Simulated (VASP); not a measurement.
Data:

```yaml
crystal:
  lattice:
    - [0.00000, 2.30345, 2.30345]
    - [2.30345, 0.00000, 2.30345]
    - [2.30345, 2.30345, 0.00000]
  atoms:
    - { symbol: Ga, position: [0.00000, 0.00000, 0.00000] }
    - { symbol: N, position: [0.25000, 0.25000, 0.25000] }
```

The numbers are results of PBE GGA with D3 dispersion (Becke-Johnson damping), VASP's PBE PAW potentials (set 64) (plane waves; VASP 6.6.1), not measurements. Run with 520 eV cut-off, 10×10×10 Γ-centred mesh, Gaussian smearing of 0.050 eV, potentials Ga_d N.

### Question
Give the stress tensor in GPa (positive for a compressed cell).

### Answer

```
-9.14   0.00   0.00
 0.00  -9.14   0.00
 0.00   0.00  -9.14
```
The pressure is its mean diagonal, -9.14 GPa.

The compound is GaN in the zinc blende structure, a metastable form; wurtzite is the usual one. This cell is one point of a volume scan, at 1.06 of the reference volume.
